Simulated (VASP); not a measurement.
Consider the following.

```yaml
crystal:
  lattice:
    - [0.00000, 2.04000, 2.04000]
    - [2.04000, 0.00000, 2.04000]
    - [2.04000, 2.04000, 0.00000]
  atoms:
    - { symbol: Li, position: [0.00000, 0.00000, 0.00000] }
    - { symbol: H, position: [0.50000, 0.50000, 0.50000] }
```

These are LDA (Ceperley-Alder, Perdew-Zunger), VASP's LDA PAW potentials (set 64) (plane waves; VASP) values and carry that method's errors. Numerical set-up: 400 eV cut-off, 14×14×14 Γ-centred mesh, Fermi-Dirac smearing of 0.010 eV, potentials Li_sv H.

At this cut-off the stress carries a Pulay error, which pulls relaxed volumes low.

Estimate the energy per atom (σ→0), pressure, band gap (on the k-mesh) with the smallest direct gap where there is one.

The band gap (on the k-mesh) is 2.62 eV and the smallest direct gap (on the k-mesh) comes out as 2.62 eV. The energy per atom (σ→0) comes out as -3.248 eV/atom and the pressure is -7.58 GPa.

Total energies compare only between runs with the same potentials, cut-off and functional.

The structure is a typed LiH crystal (Fm-3m). The cell was not relaxed at this level.
